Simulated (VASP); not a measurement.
A VASP calculation is set up with these files.

**POSCAR**
```
BaTiO3
1
    3.9157453324     0.0000000000     0.0000000000
    0.0000000000     3.9157453324     0.0000000000
    0.0000000000    -0.0000000000     3.9226553151
Ba Ti O
1 1 3
Direct
  1.0000000000   1.0000000000   0.9955859864
  0.5000000000   0.5000000000   0.5024856580
  0.5000000000   0.5000000000   0.9873162267
  1.0000000000   0.5000000000   0.4893060645
  0.5000000000   0.0000000000   0.4893060645
```

File KPOINTS:
```
Automatic mesh
0
Gamma
6 6 6
0 0 0
```

### INCAR
```
! general
SYSTEM   =  BaTiO3
PREC     =  Accurate
ENCUT    =  620
LREAL    =  .FALSE.   ! projection in real space or not
LASPH    =  .TRUE.

! electronic loop
EDIFF    =  1E-6
NELM     =  100   ! most electronic steps
ALGO     =  Normal   ! blocked Davidson
LMAXMIX  =  4   ! l cut-off of mixed one-centre charges

! smearing
ISMEAR   =  0
SIGMA    =  0.05   ! width (eV)

! functional
GGA      =  PS   ! PBEsol

! ions
IBRION   =  2   ! conjugate gradients
NSW      =  40
ISIF     =  3
EDIFFG   =  -0.02   ! ionic stop
PSTRESS  =  100

! output
LWAVE    =  .FALSE.
LCHARG   =  .FALSE.
```

POTCAR, in this order: Ba_sv Ti_sv O (PBE.64 set). Program: vasp_std.

Translate this PBEsol calculation to Ansatz.

One equivalent input (not run):
Ansatz 0.2 input:
```yaml
crystal:
  lattice:
    - [3.9157453, 0.0000000, 0.0000000]
    - [0.0000000, 3.9157453, 0.0000000]
    - [0.0000000, 0.0000000, 3.9226553]
  atoms:
    - { symbol: Ba, position: [1.0000000, 1.0000000, 0.9955860] }
    - { symbol: Ti, position: [0.5000000, 0.5000000, 0.5024857] }
    - { symbol: O, position: [0.5000000, 0.5000000, 0.9873162] }
    - { symbol: O, position: [1.0000000, 0.5000000, 0.4893061] }
    - { symbol: O, position: [0.5000000, 0.0000000, 0.4893061] }
kpoints:
  mp_grid: { grid: [6, 6, 6] }
hamiltonian:
  xc: pbesol
  pseudopotentials: { kind: paw }
scf:
  occupations: { method: gaussian, width: 0.05 }
  max_iter: 100
relax:
  max_steps: 40
  f_tol: 0.02
  cell: { p_target: 10 }
output: { forces: true, stress: true, eigenvalues: true }
```
The two are equivalent in intent, not identical: each code has its own PAW files, so the cut-off isn't converted (ENCUT is set for VASP's; basis.ecutwfc is left out, and Ansatz then takes the one that its files recommend); Ansatz stops its SCF on the density residual and VASP on the energy change (EDIFF).

The compound is BaTiO3 in the tetragonal perovskite structure. It was relaxed first under an external pressure of 10 GPa.
